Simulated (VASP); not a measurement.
An input for Ansatz (written as the equivalent of a VASP run, and not itself run):

Ansatz 0.2 input:
```yaml
crystal:
  lattice:
    - [3.6290000, 0.0000000, 0.0000000]
    - [0.0000000, 3.6290000, 0.0000000]
    - [0.0000000, 0.0000000, 3.6290000]
  atoms:
    - { symbol: Zn, position: [0.5000000, 0.5000000, 0.5000000] }
    - { symbol: Yb, position: [0.0000000, 0.0000000, 0.0000000], spin: 1 }
kpoints:
  mp_grid: { grid: [7, 7, 7] }
hamiltonian:
  xc: pbesol
  pseudopotentials: { kind: paw }
magnetization: { spin_polarized: true }
scf:
  occupations: { method: fermi_dirac, width: 0.1 }
  max_iter: 100
relax:
  max_steps: 50
  f_tol: 0.01
  cell: {}
output: { forces: true, stress: true, eigenvalues: true }
```

Task: Translate this input to VASP (INCAR, KPOINTS, POSCAR, choice of POTCAR).

Result: This is not unique; one that fits is 
### POSCAR
```
YbZn
1.0
  3.6290000000   0.0000000000   0.0000000000
  0.0000000000   3.6290000000   0.0000000000
  0.0000000000   0.0000000000   3.6290000000
Zn Yb
1 1
Direct
  0.5000000000   0.5000000000   0.5000000000
  0.0000000000   0.0000000000   0.0000000000
```

INCAR:
```
SYSTEM=YbZn
PREC=Accurate; ENCUT=300; LREAL=F
LASPH=T
EDIFF=1E-6; NELM=100; ALGO=Normal
LMAXMIX=6
ISMEAR=-1; SIGMA=0.1
GGA=PS
MAGMOM=0.0 1.0
ISPIN=2
IBRION=2; NSW=50; ISIF=3
EDIFFG=-0.01
LWAVE=F; LCHARG=F; LORBIT=11
```

**KPOINTS**
```
Automatic mesh
0
Gamma
7 7 7
0 0 0
```

POTCAR, in this order: Zn Yb (PBE.64 set). Program: vasp_std.

Limits of the translation: each code has its own PAW files, so the cut-off isn't converted (ENCUT is set for VASP's; basis.ecutwfc is left out, and Ansatz then takes the one that its files recommend); Ansatz stops its SCF on the density residual and VASP on the energy change (EDIFF).

The structure comes from a measured YbZn entry of the Crystallography Open Database, whose conditions weren't checked. This run relaxes it. Symmetry was kept, so distortions that lower it aren't found. The run is one of a series of settings (EDIFFG = -0.01, IBRION = 2, ISIF = 3, NSW = 50 against the base run), some of them coarse on purpose.
